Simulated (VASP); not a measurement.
Data:

```xyz
2
Lattice="0.0000 2.9961 2.9961 2.9961 0.0000 2.9961 2.9961 2.9961 0.0000" Properties=species:S:1:pos:R:3 pbc="T T T"
Ag     0.0000     0.0000     0.0000
Br     2.9961     2.9961     2.9961
```

These are RPBE GGA, VASP's PBE PAW potentials (set 64) (plane waves; VASP) values and carry that method's errors. Run with 520 eV cut-off, 9×9×9 Γ-centred mesh, tetrahedra with Blöchl corrections, potentials Ag Br.

Predict the energy per atom (σ→0).

```json
{
  "energy per atom (σ→0)": "-2.156 eV/atom"
}
```

The absolute energy has meaning only against runs of the same code, potentials and settings.

The compound is AgBr in the rock salt structure. It was relaxed first, which changed the volume by +12 %.
